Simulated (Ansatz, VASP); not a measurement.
**Cross-check of TiPd (Ti-Pd-Pd-Ti stack, (111) layers) between VASP and Ansatz**

Aim: how closely do two programs agree when they are given the same cell, functional and k mesh? Of the first pair: The structure shown is the start of the Ansatz relaxation below; VASP solves that cell, so the two are compared at the walk's first step.

Method: plane waves, with VASP 6.6.1 beside it; PBEsol, in Ansatz 0.2.0.

### 1. Set-up

The cell holds 4 atoms: 2 Ti and 2 Pd. Cell: a = 2.751 Å, b = 2.751 Å, c = 37.275 Å, α = 90.0°, β = 90.0°, γ = 120.0°. It derives from TiPd. Vacuum lies along c. The height across the vacuum is the one that the program set for its solve, not the one typed.

### 2. Ansatz: relaxation, PBEsol

Ansatz runs on its PAW soft_1 files.

The two programs are compared at the cell with which this relaxation starts, whose forces are those of its first step.

Contents of input.yaml:

```yaml
crystal:
  lattice:
    - [2.75065, 0.0, 0.0]
    - [-1.37532, 2.38213, 0.0]
    - [0.0, 0.0, 17.73768]
  atoms:
    - { symbol: Ti, position: [0.0, 0.0, 0.31007441] }
    - { symbol: Pd, position: [0.33333333, 0.66666667, 0.43669147] }
    - { symbol: Pd, position: [0.66666667, 0.33333333, 0.56330853] }
    - { symbol: Ti, position: [0.0, 0.0, 0.68992559] }
  periodic: [true, true, false]
kpoints:
  mp_grid: { grid: [9, 9, 1] }
hamiltonian:
  xc: pbesol
  pseudopotentials: { kind: paw, azcp: { folder: soft_1 }, xc_functional: pbe }
scf:
  occupations: { method: gaussian, width: 0.1 }
output:
  forces: true
  stress: true
  eigenvalues: true
relax:
  adjacent_minimum: "off"
  f_tol: 0.05
  max_steps: 80
  cell: { stress_2d_tol: 0.02 }
```

Run with:

```sh
$ ansatz run input.yaml --threads 4 --pin off --max-ram 12288MiB --backend cpu --events-out ev --progress --plain --runs-dir out
```

Numbers of over 12 decimals in the logs are rounded to 6 here.

The log of the run:

```text
Warning: crystal.periodic: the lattice vector that does not repeat stood 0.000° off the slab's normal, 17.738 Å along it as the deck builds it. The run solves the slab on a vector along the normal, 37.275 Å long, with every atom where it was (on the deck's vector they left 11.00 Å outside them, and the widest stretch free of ions among them is 2.25 Å). A fractional position that the run reports is one of the run's ce [...]
The last accepted step is kept in <dir> (removed where the run ends without a failure and the disk answers)
crystal.periodic: the lattice vector that does not repeat stood 0.000° off the slab's normal, 17.738 Å along it as the deck builds it. The run solves the slab on a vector along the normal, 37.275 Å long, with every atom where it was (on the deck's vector they left 11.00 Å outside them, and the widest stretch free of ions among them is 2.25 Å). A fractional position that the run reports is one of the run's cell, which [...]
Engine: ansatz 0.2.0, aarch64-unknown-linux-gnu
Pseudopotentials: kind: paw
Pseudopotential: Ti, paw, valence charge 12, recommended cutoff 420 eV (normal), soft_1/Ti.paw.azcp
Pseudopotential: Pd, paw, valence charge 18, recommended cutoff 420 eV (normal), soft_1/Pd.paw.azcp
Functional definition: PBEsol
  exchange = pbesol_x
  correlation = pbesol_c
Crystal: 4 atoms, lattice volume = 244.243 Å³
Basis set: ecut = 420 eV, 4775 PW (Γ), exchange–correlation on 40×40×500 points (8 copies of the dense FFT grid, shifted against one another)
Bands: 36, of which v1, the nominal top of the filled ones, is band 30 counted from 1 (29 counted from 0)
Symmetry: 12 space group operations
Space group: P-3m1 (ITA 164), of the structure as read, at distance tolerance 6.3e-5 Å
k-points: 12 of 81
Non-local potential: Ti, projectors of the file, l = 0: 3, l = 1: 2, l = 2: 3, l = 3: 1
Non-local potential: Pd, projectors of the file, l = 0: 2, l = 1: 2, l = 2: 2, l = 3: 1
PAW form: soft (Blöchl's): semilocal exchange-correlation on the pseudo side does not see the compensation charge
PAW frozen core: Ti, regenerated for the run's functional, and the local potential with it (the file was generated under x = pbe(κ = 0.804, μ = 0.219515), c = pbe(β = 0.066725))
PAW frozen core: Pd, regenerated for the run's functional, and the local potential with it (the file was generated under x = pbe(κ = 0.804, μ = 0.219515), c = pbe(β = 0.066725))
PAW one-centre angular grid: Ti, 590 points (default); XC on 64 Gauss nodes
PAW one-centre angular grid: Pd, 590 points (default); XC on 64 Gauss nodes
Initial density: superposition of atomic densities (neutral atoms: chi_scale 0, normalization atom)
Initial wavefunctions: pseudopotential atomic-orbital guess
Functional: x = pbesol(κ = 0.804, μ = 0.123457), c = pbesol(β = 0.046)
[...]
SCF iter   5: F=—  HF=-18760.313765 eV  |F-HF|=—  |Δ(HF+E_count)|=   4.20e-5  Δρ=5.41e-5  dr2=1.17e-5  ethr=4.65e-7  ⟨swp⟩=3.6  Hψ=857  notcnv=0
SCF iter   6: F=—  HF=-18760.313718 eV  |F-HF|=—  |Δ(HF+E_count)|=   4.69e-5  Δρ=2.20e-5  dr2=3.09e-6  ethr=1.95e-8  ⟨swp⟩=3.5  Hψ=924  notcnv=0
SCF iter   7: F=—  HF=-18760.313719 eV  |F-HF|=—  |Δ(HF+E_count)|=   5.94e-7  Δρ=1.14e-5  dr2=7.64e-7  ethr=5.15e-9  ⟨swp⟩=3.4  Hψ=835  notcnv=0
SCF iter   8: F=-18760.313719 eV  HF=-18760.313719 eV  |F-HF|=1.42e-8  |Δ(HF+E_count)|=   7.12e-7  Δρ=5.35e-6  dr2=1.31e-7  ethr=3.82e-10  ⟨swp⟩=12.8  Hψ=2386  notcnv=0
SCF 4 converged in 8 iterations: F = -18760.313719 eV  dr2 = 1.31e-7
relax step   4: F+E_penalty+E_count = -18760.31371936 eV  Δ(F+E_penalty+E_count) = -1.032e-3 eV  max|allowed force component| = 8.523e-3 eV/Å  Δτ_max = 0.0157 Å  P = +0.045 N/m  Ω = 247.955 Å³  energy of the carried Pulay correction = -2.067e-4 eV  fix = [c, alpha, beta]  reactions: c +0.000 N/m  (8 SCF iters, dr2 threshold 2.29e-7 eV, accepted)
[...]
relax step   5: F+E_penalty+E_count = -18760.31372678 eV  Δ(F+E_penalty+E_count) = -7.426e-6 eV  max|allowed force component| = 5.970e-4 eV/Å  Δτ_max = 0.0007 Å  P = +0.016 N/m  Ω = 248.048 Å³  energy of the carried Pulay correction = -2.119e-4 eV  fix = [c, alpha, beta]  reactions: c +0.000 N/m  (8 SCF iters, dr2 threshold 1.85e-9 eV, accepted)
[...]
relax step   6: F+E_penalty+E_count = -18760.31393155 eV  Δ(F+E_penalty+E_count) = -2.048e-4 eV  max|allowed force component| = 6.501e-4 eV/Å  Δτ_max = 0.0000 Å  P = +0.012 N/m  Ω = 248.048 Å³  fix = [c, alpha, beta]  reactions: c +0.000 N/m  stress off target by 1.15e-2 N/m on what of the cell is left free  SCF on the basis re-selected at this cell (its energy is not comparable with the rows above)  (8 SCF iters)
basis re-selected at this cell: Δ(F+E_penalty+E_count) = -2.048e-4 eV, ΔP = -0.005 N/m vs the last step (what re-selecting the basis moved, of the pressure what is left beyond the Pulay correction that the steps carried, after the strain that the cell walked since its last selection, with what the two solves' SCF thresholds leave and, on support functions, any second-order correction that the steps lacked; it is no m [...]
SCF converged after 8 iterations
Free energy (F): -18760.313932 eV
Harris-Foulkes:  -18760.313932 eV  (|F-HF|=1.37e-9)
Internal energy: -18760.256117 eV  (E = F + TS)
E sigma→0 (E₀):  -18760.285024 eV
Entropy (-TS):   -0.057815 eV (-14.454 meV/atom)
Fermi energy:    -4.511225 eV
--- Per-component energies (eV) ---
  E_band       = -1912.478973
  E_kinetic    = 1463.545412
  E_local      = -331158.887230  (includes V_loc(G=0)·N_el)
  E_nonlocal   = 868.693576
  E_hartree    = 164378.048798
  E_xc         = -506.293102
  E_vxc        = -640.025935  (∫ρ·V_xc dr)
  E_paw        = -9525.495469  (= ΣΔE_a)
  E_vpaw       = -1201.902842  (= ΣTr[D̂ρ^β])
  E_aug_tail   = 0.000291  (compensation charges beyond the density's cutoff)
  E_ewald      = 155719.247788
  E_core_change = 0.883819  (= ΣΔE_core)
  E_smearing   = -0.057815  (= −TS)
  E_closure    = -0.000000  (closes the sum)
  Σ components = -18760.313932   (vs F -18760.313932, Δ=0.00e0)
--- Forces (eV/Å), atoms counted from 1 ---
  atom   1  Ti    -0.00000000     0.00000000     0.00049827
  atom   2  Pd     0.00000000    -0.00000000    -0.00065006
  atom   3  Pd    -0.00000000     0.00000000     0.00065006
  atom   4  Ti     0.00000000    -0.00000000    -0.00049827
  max |Σ_I F_I| component: 9.25e-18 eV/Å
--- 2D stress c σ (N/m, compression-positive) ---
        0.011515       0.000000      -0.000000
        0.000000       0.011515      -0.000000
       -0.000000      -0.000000       0.000000
  P = ½ c Tr σ = 0.0115 N/m
--- Band table (eV; the first three rows and the last of 12) ---
  k-point 0: bands = [... 26 lower, -6.5720, -6.0906, -6.0906, -5.5451, -4.7137, -4.6968, -3.9297, -3.4111, ... 2 higher]
  k-point 1: bands = [... 26 lower, -6.6534, -6.1831, -6.0778, -5.4562, -4.5379, -4.5302, -3.9118, -3.6400, ... 2 higher]
  k-point 2: bands = [... 26 lower, -6.5681, -6.0559, -6.0011, -5.4254, -4.4735, -4.3901, -4.0711, -3.6955, ... 2 higher]
  k-point 11: bands = [... 26 lower, -4.4261, -4.4261, -4.3753, -4.3753, -3.8314, -3.8314, -3.4893, -3.4893, ... 2 higher]
--- Relaxed structure (5 steps of the walk, 5 accepted, 1 SCFs on fresh bases) ---
  F+E_penalty+E_count = -18760.31393155 eV   max|allowed force component| = 6.501e-4 eV/Å   (the final SCF, on the basis selected at the relaxed cell)
  cell:  # Å, volume = 248.0478 Å³
    - [2.771989, -2.909147563639178e-6, 0]
    - [-1.385992, 2.400614, 0]
    - [0, 0, 37.275357]
  atoms:
    - { symbol: Ti, position: [0, 0, 0.149309] }
    - { symbol: Pd, position: [0.333333, 0.666667, 0.206491] }
    - { symbol: Pd, position: [0.666667, 0.333333, 0.269365] }
    - { symbol: Ti, position: [0, 0, 0.326547] }
```

Reading the cycles: dr2 is the Hartree energy of the density residual (eV), the measure of convergence; HF is the Harris–Foulkes estimate of the energy, which meets the free energy F at convergence.

### 3. VASP: single point, PBEsol, start cell, pair 1

The same cell, functional, mesh and smearing now go to VASP, with its own data sets.

Lines of VASP's logs that name or quote its potential files are left out, and so is its time.

Contents of INCAR:

```
SYSTEM = TiPd
PREC = Accurate
ENCUT = 400
EDIFF = 1E-06
NELM = 120
ISMEAR = 0
SIGMA = 0.1
LREAL = .FALSE.
ALGO = Normal
GGA = PS
NBANDS = 28
LASPH = .TRUE.
LORBIT = 11
LWAVE = .FALSE.
LCHARG = .FALSE.
ISIF = 2
LDIPOL = .TRUE.
IDIPOL = 3
DIPOL = 0.5 0.5 0.238
LVHAR = .TRUE.
GGA_COMPAT = .FALSE.
NELMDL = -8
KPAR = 2
```

Contents of POSCAR:

```
TiPd
1.0
    2.7506480000     -0.0000030000      0.0000000000
   -1.3753220000      2.3821330000      0.0000000000
    0.0000000000      0.0000000000     37.2753570000
Ti Pd
2 2
Direct
    0.0000000000      0.0000000000      0.1475505922
    0.0000000000      0.0000000000      0.3283048101
    0.3333336457      0.6666668066      0.2078020071
    0.6666667179      0.3333331934      0.2680533952
```

Contents of KPOINTS:

```
Automatic mesh
0
Gamma
9 9 1
0 0 0
```

The projector-augmented-wave data sets are Ti_sv and Pd (PBE family, release 64).

Run with:

```sh
$ mpirun -np 2 vasp_std
```

The log of the run:

```text
[banner, memory and clock lines left out]
running    2 mpi-ranks, on    1 nodes
 distrk:  each k-point on    1 cores,    2 groups
 distr:  one band on    1 cores,    1 groups

 POSCAR found type information on POSCAR TiPd
 POSCAR found :  2 types and       4 ions
|                                                                             |
|               ----> ADVICE to this user running VASP <----                  |
|                                                                             |
|     You enforced a specific xc type in the INCAR file but a different       |
|     [... a line on the potential file left out ...]
|     I HOPE YOU KNOW WHAT YOU ARE DOING!                                     |
|                                                                             |

 LDA part: xc-table for (Slater+PW92), standard interpolation
 POSCAR, INCAR and KPOINTS ok, starting setup
 FFT: planning ... GRIDC
 FFT: planning ... GRID_SOFT
 FFT: planning ... GRID
 WAVECAR not read
 entering main loop
       N       E                     dE             d eps       ncg     rms          rms(c)
DAV:   1     0.353471566464E+03    0.35347E+03   -0.19605E+04   824   0.115E+03
DAV:   2     0.102261254043E+02   -0.34325E+03   -0.33490E+03   816   0.351E+02
DAV:   3    -0.256354892669E+02   -0.35862E+02   -0.34750E+02  1132   0.102E+02
DAV:   4    -0.303086918835E+02   -0.46732E+01   -0.46432E+01   992   0.305E+01
DAV:   5    -0.306685529239E+02   -0.35986E+00   -0.35979E+00   964   0.697E+00
DAV:   6    -0.306753433060E+02   -0.67904E-02   -0.67897E-02   964   0.121E+00
DAV:   7    -0.306756872577E+02   -0.34395E-03   -0.34395E-03   996   0.184E-01
DAV:   8    -0.306756908819E+02   -0.36242E-05   -0.36242E-05   908   0.249E-02    0.166E+01
DAV:   9    -0.294901341134E+02    0.11856E+01   -0.22721E+01   976   0.306E+01    0.138E+01
DAV:  10    -0.340354514902E+02   -0.45453E+01   -0.96529E+01   928   0.507E+01    0.182E+01
DAV:  11    -0.312052188984E+02    0.28302E+01   -0.51921E+00   808   0.123E+01    0.119E+01
DAV:  12    -0.277145389452E+02    0.34907E+01   -0.10326E+01   936   0.147E+01    0.260E+00
DAV:  13    -0.276395589648E+02    0.74980E-01   -0.64894E-01   876   0.404E+00    0.120E+00
DAV:  14    -0.276409107725E+02   -0.13518E-02   -0.65938E-02   852   0.144E+00    0.102E+00
[...]
DAV:  23    -0.276283017325E+02   -0.56412E-04   -0.11241E-05   724   0.207E-02    0.598E-03
DAV:  24    -0.276283363377E+02   -0.34605E-04   -0.18100E-06   460   0.812E-03    0.293E-03
DAV:  25    -0.276283688774E+02   -0.32540E-04   -0.36753E-06   536   0.776E-03    0.216E-03
DAV:  26    -0.276283774849E+02   -0.86074E-05   -0.10208E-06   448   0.663E-03    0.138E-03
DAV:  27    -0.276283840143E+02   -0.65295E-05   -0.32611E-07   432   0.352E-03    0.407E-04
DAV:  28    -0.276283861440E+02   -0.21296E-05   -0.11252E-07   424   0.154E-03    0.534E-04
DAV:  29    -0.276283880891E+02   -0.19451E-05   -0.86566E-08   424   0.157E-03    0.210E-04
DAV:  30    -0.276283889477E+02   -0.85859E-06   -0.27811E-08   408   0.703E-04
   1 F= -.27628389E+02 E0= -.27601568E+02  d E =-.536429E-01
```

OUTCAR, selected parts (step 3):

```text
ion  position               nearest neighbor table
   1  0.000  0.000  0.148-   3 2.75   3 2.75   3 2.75
   2  0.000  0.000  0.328-   4 2.75   4 2.75   4 2.75
   3  0.333  0.667  0.208-   4 2.75   4 2.75   4 2.75   1 2.75   1 2.75   1 2.75
   4  0.667  0.333  0.268-   3 2.75   3 2.75   3 2.75   2 2.75   2 2.75   2 2.75

  LATTYP: Found a hexagonal cell.
 ALAT       =     2.7506480000
 C/A-ratio  =    13.5514820508

 Subroutine GETGRP returns: Found 12 space group operations
 (whereof  6 operations were pure point group operations)

The static configuration has the point symmetry C_3v.
 The point group associated with its full space group is D_3d.

 Found     12 irreducible k-points:

   k-points           NKPTS =     12   k-points in BZ     NKDIM =     12   number of bands    NBANDS=     28

   dimension x,y,z NGX =    18 NGY =   18 NGZ =  250
   dimension x,y,z NGXF=    36 NGYF=   36 NGZF=  500

   ENCUT  =  400.0 eV  29.40 Ry    5.42 a.u.   4.49  4.49 60.79*2*pi/ulx,y,z

   NELECT =      44.0000    total number of electrons

 k-points in reciprocal lattice and weights: Automatic mesh
   0.00000000  0.00000000  0.00000000       0.012
   0.11111111 -0.00000000  0.00000000       0.074
   0.22222222 -0.00000000  0.00000000       0.074
   0.33333333 -0.00000000  0.00000000       0.074
   0.44444444 -0.00000000  0.00000000       0.074
   0.11111111  0.11111111  0.00000000       0.074
   0.22222222  0.11111111  0.00000000       0.148
   0.33333333  0.11111111  0.00000000       0.148
   0.44444444  0.11111111  0.00000000       0.074
   0.22222222  0.22222222  0.00000000       0.074
   0.33333333  0.22222222  0.00000000       0.148
   0.33333333  0.33333333  0.00000000       0.025

 dipolmoment           0.000000      0.000000     -0.000001 electrons x Angstroem

 average (electrostatic) potential at core
       1 -81.4206       2 -81.4206       3 -81.5123       4 -81.5123

 E-fermi :  -0.9297

 k-point     1 :       0.0000    0.0000    0.0000
  band No.  band energies     occupation
    ...
     20      -2.2321      2.00000
     21      -2.1899      2.00000
     22      -2.1899      2.00000
     23      -1.1843      1.99968
     24      -1.1066      1.98767
     25      -0.5426      0.00000
     26       0.1645      0.00000
     27       0.1667      0.00000
     28       0.1799      0.00000

 k-point     2 :       0.1111   -0.0000    0.0000
  band No.  band energies     occupation
    ...
     20      -2.5151      2.00000
     21      -2.1739      2.00000
     22      -1.9894      2.00000
     23      -0.9741      1.47004
     24      -0.9583      1.31419
     25      -0.3101      0.00000
     26      -0.0831      0.00000
     27       0.0997      0.00000
     28       0.4458      0.00000

 k-point     3 :       0.2222   -0.0000    0.0000
  band No.  band energies     occupation
    ...
     19      -2.7653      2.00000
     20      -2.4471      2.00000
     21      -2.1566      2.00000
     22      -1.8599      2.00000
     23      -0.9023      0.69845
     24      -0.8320      0.16725
     25      -0.4748      0.00000
     26      -0.1770      0.00000
     27       0.5934      0.00000
     28       1.2244      0.00000

  Total       -0.1685931     -0.1685932     -1.5165385      0.0000000     -0.0000000      0.0000000
  in kB       -1.1059307     -1.1059311     -9.9481302      0.0000003     -0.0000000      0.0000000
  external PRESSURE =      -4.0533307 kB  Pullay stress =       0.0000000 kB

  energy-cutoff  :      400.00
  volume of cell :      244.24
      direct lattice vectors                 reciprocal lattice vectors
     2.750648000 -0.000003000  0.000000000     0.363550927  0.209895748  0.000000000
    -1.375322000  2.382133000  0.000000000     0.000000458  0.419792106  0.000000000
     0.000000000  0.000000000 37.275357000     0.000000000  0.000000000  0.026827376

 POSITION                                       TOTAL-FORCE (eV/Angst)
 -----------------------------------------------------------------------------------
      0.00000      0.00000      5.50000         0.000000      0.000000      0.486358
      0.00000      0.00000     12.23768         0.000000      0.000000     -0.486358
      0.00000      1.58809      7.74589        -0.000000     -0.000000     -0.910143
      1.37533      0.79404      9.99179         0.000000      0.000000      0.910143
 -----------------------------------------------------------------------------------
    total drift:                               -0.000203     -0.000000     -0.000080

  FREE ENERGIE OF THE ION-ELECTRON SYSTEM (eV)
  ---------------------------------------------------
  free  energy   TOTEN  =       -27.6283889477 eV

  energy  without entropy=      -27.5747460722  energy(sigma->0) =      -27.60156751

 vacuum level on the upper side and lower side of the slab         3.658         3.658

 total charge
# of ion       s       p       d       tot
------------------------------------------
    1        2.254   6.088   1.961  10.302
    2        2.254   6.088   1.961  10.302
    3        0.531   0.513   8.499   9.544
    4        0.531   0.513   8.499   9.544
--------------------------------------------------
tot          5.571  13.201  20.920  39.692

[... 3 further parts left out ...]
```

The run ends at a pressure of -0.41 GPa, with forces up to 0.91 eV/Å.

### 4. Differences

Known differences besides the potentials themselves: Ansatz cuts the interaction across the vacuum, VASP repeats the sheet with a dipole correction (LDIPOL); the data sets hold 60 valence electrons in Ansatz (on its PAW soft_1 files) and 44 in VASP; the cutoff is 420 eV in Ansatz and 400 eV in VASP; Ansatz makes its cores anew for this functional, VASP keeps those of its PBE data sets. Total energies have different zeros and are not compared.

Forces (eV/Å; atoms numbered as in POSCAR):

| atom | Ansatz x, y, z | VASP x, y, z |
| --- | --- | --- |
| Ti1 | 0.000, 0.000, 0.493 | 0.000, 0.000, 0.486 |
| Ti2 | 0.000, 0.000, -0.493 | 0.000, 0.000, -0.486 |
| Pd3 | 0.000, 0.000, -0.921 | 0.000, 0.000, -0.910 |
| Pd4 | 0.000, 0.000, 0.921 | 0.000, 0.000, 0.910 |

The forces differ by 5.2 meV/Å r.m.s., which is 1.2 % of the r.m.s. force of 0.421 eV/Å (both taken over all components). Where the cell holds vacuum, a pressure given here is an average over it and none of the material.

### 5. Ansatz: relaxation, PBEsol

This run makes the geometry at which the two programs are then compared.

The structure compared here is the end of the Ansatz relaxation.

This is the run of step 2 again, met here at its other cell.

(Part 1 of 2 ends here.)

[Lines on the potential files, build, host, timing and source positions are cut from VASP's logs without a mark.]

[Logs are printed without paths, hosts, clocks, repeated set-up lines and the standing remarks that a program may print on its own settings, such as how far it seeks lower states.]

[Hosts, paths, dates, database ids (printed as entryN), source tags and the programs' standing remarks are cut or masked in the printed files.]
